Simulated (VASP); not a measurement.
Here is a VASP 6.6.1 calculation.

File INCAR:

```
SYSTEM = Mg8CuSi4
  PREC = Accurate
  ENCUT = 520
  EDIFF = 1E-7
  ISMEAR = -1
  SIGMA = 0.05
  LREAL = .FALSE.
  LASPH = .TRUE.
  NELM = 60
  ALGO = Normal
  ISIF = 2
  LWAVE = .FALSE.
  LCHARG = .FALSE.
  GGA = PE
  NBANDS = 34
```

File KPOINTS:

```
regular mesh
0
G
  2 2 2
  0 0 0
```

POSCAR

```
Mg8CuSi4
1.0
    6.3500000000      0.0000000000      0.0000000000
    0.0000000000      6.3500000000      0.0000000000
    0.0000000000      0.0000000000      6.3500000000
Mg Si Cu
8 4 1
Direct
    0.3484724409      0.2064566929      0.2104724409
    0.7329606299      0.7476850394      0.7891653543
    0.7366771654      0.8037952756      0.3457480315
    0.1739055118      0.2481574803      0.7339842520
    0.6693700787      0.3116850394      0.7268976378
    0.2811181102      0.7246141732      0.2189921260
    0.2117637795      0.7039212598      0.7775275591
    0.8970393701      0.3952283465      0.1306456693
   -0.0441417323     -0.0049606299      0.0418425197
    0.4729921260      0.4743307087     -0.0201417323
    0.4230078740     -0.0459055118      0.5522204724
   -0.0375590551      0.4938425197      0.5230551181
    0.0400787402     -0.0389291339      0.5153070866
```

Potentials or basis: VASP PAW PBE potentials, release 64 (Mg, Si, Cu).

Run with:

```console
$ cat potpaw_PBE.64/Mg/POTCAR potpaw_PBE.64/Si/POTCAR potpaw_PBE.64/Cu/POTCAR > POTCAR
$ mpirun -np 1 vasp_std > vasp.out
```

**Question.** Predict the largest force.

**Answer.** 3.321 eV/Å.

**Question.** What does it give for the band gap on the k mesh?

**Answer.** None (metal or under the smearing width).

**Question.** Predict the pressure.

**Answer.** 5.5 GPa.

Stress tensor (GPa, compression positive):
```
 4.68  0.10 -0.80
 0.10  5.46  0.60
-0.80  0.60  6.34
```

Caveat: the k mesh is coarse (spacing up to 0.49 Å⁻¹), so the values aren't converged.
